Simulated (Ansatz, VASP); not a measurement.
Two plane-wave programs on HfIn4SiO6

File INCAR:

```
SYSTEM = HfIn4SiO6
ALGO = Normal
EDIFF = 1E-7
ENCUT = 520
GGA = PE
ISIF = 2
ISMEAR = -1
KPAR = 4
LASPH = .True.
LCHARG = .False.
LREAL = .False.
LWAVE = .False.
NBANDS = 63
NELM = 80
PREC = Accurate
SIGMA = 0.05
```

Contents of KPOINTS:

```
k-points
0
Gamma
  6 6 4
  0 0 0
```

Contents of POSCAR:

```
HfIn4SiO6
1.0
    2.7158500000     -4.7035700000      0.0083300000
    2.7158500000      4.7035700000      0.0083300000
   -1.8791500000      0.0000000000      7.4012700000
Hf In Si O
1 4 1 6
Direct
    0.7981390000      0.2104950000      0.0078660000
    0.6081370000      0.3838170000      0.4992670000
    0.4503650000      0.5416110000     -0.0040890000
    0.2838570000      0.7173870000      0.5023700000
    0.9519090000      0.0380450000      0.4976340000
    0.1139580000      0.8717820000      0.0021590000
    0.0551410000      0.1097690000      0.8588210000
    0.8776600000      0.9400530000      0.1339330000
    0.7961080000      0.5431520000      0.8600720000
    0.4679360000      0.2022920000      0.1299720000
    0.1464220000      0.6263440000      0.1396570000
    0.3689090000      0.8469000000      0.8678560000
```

The input input.yaml:

```yaml
crystal:
  lattice:
    - [2.71585, -4.70357, 0.00833]
    - [2.71585, 4.70357, 0.00833]
    - [-1.87915, 0.0, 7.40127]
  atoms:
    - { symbol: Hf, position: [0.798139, 0.210495, 0.007866] }
    - { symbol: In, position: [0.608137, 0.383817, 0.499267] }
    - { symbol: In, position: [0.450365, 0.541611, -0.004089] }
    - { symbol: In, position: [0.283857, 0.717387, 0.50237] }
    - { symbol: In, position: [0.951909, 0.038045, 0.497634] }
    - { symbol: Si, position: [0.113958, 0.871782, 0.002159] }
    - { symbol: O, position: [0.055141, 0.109769, 0.858821] }
    - { symbol: O, position: [0.87766, 0.940053, 0.133933] }
    - { symbol: O, position: [0.796108, 0.543152, 0.860072] }
    - { symbol: O, position: [0.467936, 0.202292, 0.129972] }
    - { symbol: O, position: [0.146422, 0.626344, 0.139657] }
    - { symbol: O, position: [0.368909, 0.8469, 0.867856] }
hamiltonian:
  xc: pbe
  pseudopotentials: { kind: paw }
kpoints:
  mp_grid: { grid: [6, 6, 4] }
scf:
  occupations: { method: fermi_dirac, width: 0.05 }
output:
  forces: true
  stress: true
  eigenvalues: true
```

Change from the starting cell: atoms moved at random, drawn with an rms of 0.05 Å.

Alike in both runs: task single point; functional PBE; k mesh 6 × 6 × 4; occupations fermi-dirac, width 0.05 eV; no spin polarisation.

|  | VASP | Ansatz |
| --- | --- | --- |
| version | VASP 6.6.1 | Ansatz 0.2.0 |
| potentials or method | VASP PAW PBE potentials, release 64 (Hf_pv, In_d, Si, O) | Ansatz PAW |
| plane-wave cutoff (eV) | 520 | 420 |
| valence electrons in the cell | 102 | 118 |

Ansatz gave:

| Quantity | Value |
| --- | --- |
| gap on the k mesh at the Fermi level (eV) | none |
| pressure (GPa) | -0.3 |
| largest component of the traceless stress (GPa) | 0.80 |
| rms of the force components (eV/Å) | 0.432 |

Q: What did VASP give for the same quantities?

A: gap on the k mesh at the Fermi level (eV): none; pressure (GPa): -0.8; largest component of the traceless stress (GPa): 0.73; rms of the force components (eV/Å): 0.422.

Atom by atom the forces differ by 0.054 eV/Å (rms over components). A gap of «none» marks a metal or a gap that the smearing closes. The two sets of potentials don't hold the same shells in valence.

Caveats: the pressure holds a Pulay correction of +0.4 GPa for the finite cutoff (Ansatz). Spin-orbit coupling is left out, which matters for the levels of Hf.
